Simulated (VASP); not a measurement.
Computed with PW91 GGA, VASP's PBE PAW potentials (set 64) (plane waves; VASP 6.6.1).

VASP ran on this input.

### INCAR
```
SYSTEM = Be
PREC = Accurate
ENCUT = 520
EDIFF = 1E-7
NELM = 100
ALGO = Normal
LREAL = .FALSE.
LASPH = .TRUE.
ISMEAR = -5
GGA = 91
LWAVE = .FALSE.
LCHARG = .TRUE.
LORBIT = 11
NEDOS = 601
ISIF = 2
```

### POSCAR
```
Be
1
    1.1339514671    -1.9640613848     0.0000000000
    1.1339514671     1.9640613848     0.0000000000
    0.0000000000     0.0000000000     3.5544344681
Be
2
Direct
  0.3333330000   0.6666670000   0.2500000000
  0.6666670000   0.3333330000   0.7500000000
```

**KPOINTS**
```
Automatic mesh
0
Gamma
20 20 12
0 0 0
```

POTCAR, in this order: Be (PBE.64 set). Program: vasp_std.

Output of the run:

OUTCAR:
```
 ion  position               nearest neighbor table
   1  0.333  0.667  0.250-   2 2.21   2 2.21   2 2.21   2 2.21   2 2.21   2 2.21
   2  0.667  0.333  0.750-   1 2.21   1 2.21   1 2.21   1 2.21   1 2.21   1 2.21
  LATTYP: Found a hexagonal cell.
 ALAT       =     2.2679027874
 C/A-ratio  =     1.5672781426
 Subroutine PRICEL returns:
 Original cell was already a primitive cell.
 Subroutine GETGRP returns: Found 24 space group operations
The static configuration has the point symmetry D_3d.
 The point group associated with its full space group is D_6h.
The dynamic configuration has the point symmetry D_3d.
 Subroutine INISYM returns: Found 24 space group operations
 Subroutine IBZKPT returns following result:
 Found    308 irreducible k-points:

 Following reciprocal coordinates:
            Coordinates               Weight
  0.000000  0.000000  0.000000      1.000000
  0.050000 -0.000000  0.000000      6.000000
  0.100000 -0.000000  0.000000      6.000000
  0.150000 -0.000000  0.000000      6.000000
  0.200000 -0.000000  0.000000      6.000000
  0.250000  0.000000  0.000000      6.000000
  0.300000 -0.000000  0.000000      6.000000
  0.350000  0.000000  0.000000      6.000000
  0.400000 -0.000000  0.000000      6.000000
  0.450000 -0.000000  0.000000      6.000000
  0.500000  0.000000  0.000000      3.000000
  0.050000  0.050000  0.000000      6.000000
  0.100000  0.050000  0.000000     12.000000
  0.150000  0.050000  0.000000     12.000000
  0.200000  0.050000  0.000000     12.000000
  0.250000  0.050000  0.000000     12.000000
  0.300000  0.050000  0.000000     12.000000
  0.350000  0.050000  0.000000     12.000000
  0.400000  0.050000  0.000000     12.000000
  0.450000  0.050000  0.000000     12.000000
  0.100000  0.100000  0.000000      6.000000
  0.150000  0.100000  0.000000     12.000000
...
```

**OSZICAR**
```
       N       E                     dE             d eps       ncg     rms          rms(c)
DAV:   1    -0.265604582835E+01   -0.26560E+01   -0.17929E+03  3714   0.545E+02
DAV:   2    -0.744753786647E+01   -0.47915E+01   -0.47113E+01  5730   0.623E+01
DAV:   3    -0.747864621143E+01   -0.31108E-01   -0.31080E-01  4782   0.453E+00
DAV:   4    -0.747868079655E+01   -0.34585E-04   -0.34460E-04  5478   0.145E-01
DAV:   5    -0.747868084778E+01   -0.51232E-07   -0.50834E-07  4680   0.229E-03    0.122E+00
DAV:   6    -0.744398153812E+01    0.34699E-01   -0.32138E-03  4140   0.918E-01    0.746E-01
DAV:   7    -0.743081234946E+01    0.13169E-01   -0.45125E-03  3750   0.123E+00    0.219E-02
DAV:   8    -0.743082419551E+01   -0.11846E-04   -0.78705E-06  6156   0.416E-02    0.142E-02
DAV:   9    -0.743081514320E+01    0.90523E-05   -0.44909E-06  3972   0.241E-02    0.100E-03
DAV:  10    -0.743081460378E+01    0.53941E-06   -0.15817E-08  4602   0.150E-03    0.438E-04
DAV:  11    -0.743081449340E+01    0.11039E-06   -0.47573E-09  2376   0.110E-03    0.246E-05
DAV:  12    -0.743081449461E+01   -0.12059E-08   -0.23036E-10  2496   0.216E-04
   1 F= -.74308145E+01 E0= -.74308145E+01  d E =0.000000E+00
```

### OUTCAR
```
------------------------ aborting loop because EDIFF is reached ----------------------------------------
  FORCE on cell =-STRESS in cart. coord.  units (eV):
  Direction    XX          YY          ZZ          XY          YZ          ZX
  --------------------------------------------------------------------------------------
  Total       -0.0526260     -0.0526260      0.1192002      0.0000000      0.0000000     -0.0000000
  in kB       -5.3255027     -5.3255018     12.0625008      0.0000000      0.0000000     -0.0000000
  external PRESSURE =       0.4704987 kB  Pullay stress =       0.0000000 kB
  volume of cell :       15.83
      direct lattice vectors                 reciprocal lattice vectors
     1.133951467 -1.964061385  0.000000000     0.440935979 -0.254574528  0.000000000
     1.133951467  1.964061385  0.000000000     0.440935979  0.254574528  0.000000000
     0.000000000  0.000000000  3.554434468     0.000000000  0.000000000  0.281338708
 POSITION                                       TOTAL-FORCE (eV/Angst)
 -----------------------------------------------------------------------------------
      1.13395      0.65469      0.88861        -0.000000      0.000000      0.000000
      1.13395     -0.65469      2.66583         0.000000     -0.000000      0.000000
 -----------------------------------------------------------------------------------
    total drift:                                0.000000     -0.000003      0.000005
  FREE ENERGIE OF THE ION-ELECTRON SYSTEM (eV)
  ---------------------------------------------------
  free  energy   TOTEN  =        -7.4308144946 eV

  energy  without entropy=       -7.4308144946  energy(sigma->0) =       -7.43081449

 total charge

# of ion       s       p       d       tot
------------------------------------------
    1        0.406   0.768   0.000   1.174
    2        0.406   0.768   0.000   1.174
--------------------------------------------------
tot          0.812   1.537   0.000   2.348
```
(Selected blocks of OUTCAR.)

File OUTCAR:
```
 val. band max:        7.3881814272   @ k =   0.3000   0.1000   0.0000

 cond. band min:       6.7273112193   @ k =   0.3000   0.3000   0.0000


 Fermi energy:         6.9599932438

 k-point     1 :       0.0000    0.0000    0.0000
  band No.  band energies     occupation
      1      -4.3375      2.00000
      2       2.6083      2.00000
      3       8.1963      0.00000
      4      22.8531      0.00000
      5      22.8531      0.00000
      6      25.7375      0.00000

 k-point     2 :       0.0500   -0.0000    0.0000
  band No.  band energies     occupation
      1      -4.2658      2.00000
      2       2.7021      2.00000
      3       8.2172      0.00000
      4      22.2547      0.00000
      5      22.3941      0.00000
      6      25.7484      0.00000

 k-point     3 :       0.1000   -0.0000    0.0000
  band No.  band energies     occupation
      1      -4.0508      2.00000
      2       2.9832      2.00000
      3       8.2759      0.00000
      4      20.7496      0.00000
      5      21.4284      0.00000
      6      25.7223      0.00000

 k-point     4 :       0.1500   -0.0000    0.0000
  band No.  band energies     occupation
      1      -3.6921      2.00000
      2       3.4509      2.00000
      3       8.3570      0.00000
      4      18.8248      0.00000
      5      20.3636      0.00000
      6      25.5518      0.00000

 k-point     5 :       0.2000   -0.0000    0.0000
  band No.  band energies     occupation
      1      -3.1897      2.00000
      2       4.1037      2.00000
      3       8.4196      0.00000
      4      16.8401      0.00000
      5      19.3510      0.00000
      6      24.8676      0.00000

 k-point     6 :       0.2500    0.0000    0.0000
  band No.  band energies     occupation
      1      -2.5440      2.00000
      2       4.9390      2.00000
      3       8.3646      0.00000
      4      15.0670      0.00000
      5      18.4513      0.00000
      6      22.8721      0.00000
...
```

For a metal the tetrahedron method with Blöchl corrections gives inexact stress and forces.

The compound is Be in the hcp structure. It was relaxed first.
